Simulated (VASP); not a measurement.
Calculation: PBE GGA, VASP's PBE PAW potentials (set 64) (plane waves; VASP).

Input for VASP

### KPOINTS
```
Automatic mesh
0
Gamma
14 14 14
0 0 0
```

**INCAR**
```
ALGO = Normal
EDIFF = 1E-6
EDIFFG = -0.01
ENCUT = 400
GGA = PE
IBRION = 2
ISIF = 3
ISMEAR = 1
LASPH = .TRUE.
LCHARG = .FALSE.
LMAXMIX = 6
LREAL = .FALSE.
LWAVE = .FALSE.
NELM = 100
NSW = 60
PREC = Accurate
SIGMA = 0.1
SYSTEM = Au
```

POSCAR:
```
Au
1
   -0.0000000000     2.0767990543     2.0767990543
    2.0767990543     0.0000000000     2.0767990543
    2.0767990543     2.0767990543    -0.0000000000
Au
1
Direct
  0.0000000000   0.0000000000   0.0000000000
```

POTCAR, in this order: Au (PBE.64 set). Program: vasp_std.

**Question.** What will the output report for the number of irreducible k-points (NKPTS), number of bands (NBANDS), largest plane-wave count, number of space-group operations, FFT grid (NGX, NGY, NGZ)?

**Answer.** 
```json
{
 "number of irreducible k-points (NKPTS)": "104",
 "number of bands (NBANDS)": "9",
 "largest_plane_wave_count": "333",
 "number_of_space_group_operations": "48",
 "FFT grid (NGX, NGY, NGZ)": "20 × 20 × 20"
}
```

The compound is Au in the fcc structure. This run relaxes it. Symmetry was kept, so distortions that lower it aren't found. The start is the result of an earlier pass.
